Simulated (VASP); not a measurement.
Energy against volume of CdS (zinc blende). These are HSE06 screened hybrid, VASP's PBE PAW potentials (set 64) (plane waves; VASP 6.6.1) values and carry that method's errors.

| V (Å³/atom) | E (eV/atom) |
|---|---|
| 23.801 | -3.79325 |
| 24.586 | -3.81229 |
| 25.370 | -3.82020 |
| 26.155 | -3.81870 |
| 26.940 | -3.80925 |

Fit a third-order Birch-Murnaghan equation of state.

- volume per atom: 25.62 Å³/atom
- bulk modulus: 59.3 GPa
- pressure derivative of the bulk modulus: 4.46
- lattice constant a: 11.142 bohr

Measured: a 5.832 Å (computed value off by +1.1 %), as given by arXiv:1206.3780. The calculation is for a static lattice, while the measured a holds thermal and zero-point effects, which are part of the difference.

The compound is CdS in the zinc blende structure, a metastable form; wurtzite is the usual one. It was relaxed first. The cell's shape comes from a PBE relaxation.
